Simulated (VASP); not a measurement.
Method: PBE GGA, VASP's PBE PAW potentials (set 64) (plane waves; VASP).

VASP ran on this input.

**INCAR**
```
# general
SYSTEM  = FePt
PREC    = Accurate
ENCUT   = 400   # plane-wave cut-off (eV)
LREAL   = .FALSE.
LASPH   = .TRUE.   # aspherical one-centre terms
SYMPREC = 1E-3

# electronic loop
EDIFF   = 1E-6   # SCF stop (eV)
NELM    = 100
ALGO    = Normal
LMAXMIX = 6   # l cut-off of mixed one-centre charges

# smearing
ISMEAR  = 1
SIGMA   = 0.1   # width (eV)

# functional
GGA     = PE

# spin
ISPIN   = 2
MAGMOM  = 3.0 0.0

# ions
ISIF    = 2   # forces and stress, cell fixed

# output
LWAVE   = .FALSE.
LCHARG  = .FALSE.
LORBIT  = 10
```

### KPOINTS
```
Automatic
0
G
12 12 9
```

### POSCAR
```
FePt
1
    2.7274710000     0.0000000000     0.0000000000
    0.0000000000     2.7940870000     0.0000000000
    0.0000000000     0.0000000000     3.6769520000
Fe Pt
1 1
Direct
  0.0000000000   0.0000000000   0.0000000000
  0.5282590000   0.5000000000   0.5000000000
```

POTCAR, in this order: Fe Pt (PBE.64 set). Program: vasp_std.

Unless said otherwise, spin-orbit coupling is left out, though it shifts the bands of the heavy elements here.

Q: Estimate the energy per atom (σ→0), cell moment, largest force, band gap (on the k-mesh).

A: 
The energy per atom (σ→0) comes out as -7.388 eV/atom and the cell moment is 3.35 μB. The band gap (on the k-mesh) is none (metal, semimetal or under 0.01 eV) and the largest force comes out as 0.01244 Ry/bohr.

File OSZICAR:
```
...
DAV:   9    -0.147858018376E+02    0.77769E-01   -0.12112E-01 21508   0.736E+00    0.181E+00
DAV:  10    -0.147769767540E+02    0.88251E-02   -0.41990E-02 22489   0.399E+00    0.710E-01
DAV:  11    -0.147756400926E+02    0.13367E-02   -0.44719E-03 21664   0.126E+00    0.268E-01
DAV:  12    -0.147755027238E+02    0.13737E-03   -0.41645E-04 19538   0.284E-01    0.853E-02
DAV:  13    -0.147754991746E+02    0.35492E-05   -0.38202E-05 19205   0.123E-01    0.393E-02
DAV:  14    -0.147754973937E+02    0.17809E-05   -0.80214E-06 19259   0.577E-02    0.149E-02
DAV:  15    -0.147754981823E+02   -0.78857E-06   -0.24327E-06 12690   0.313E-02
   1 F= -.14775498E+02 E0= -.14775243E+02  d E =-.766279E-03  mag=     3.3485
```

The compound is FePt in the L1_0 structure. The cell was not relaxed at this level, atoms are displaced from their ideal sites. The run is one of a series of settings (SYMPREC = 1E-3 against the base run), some of them coarse on purpose.
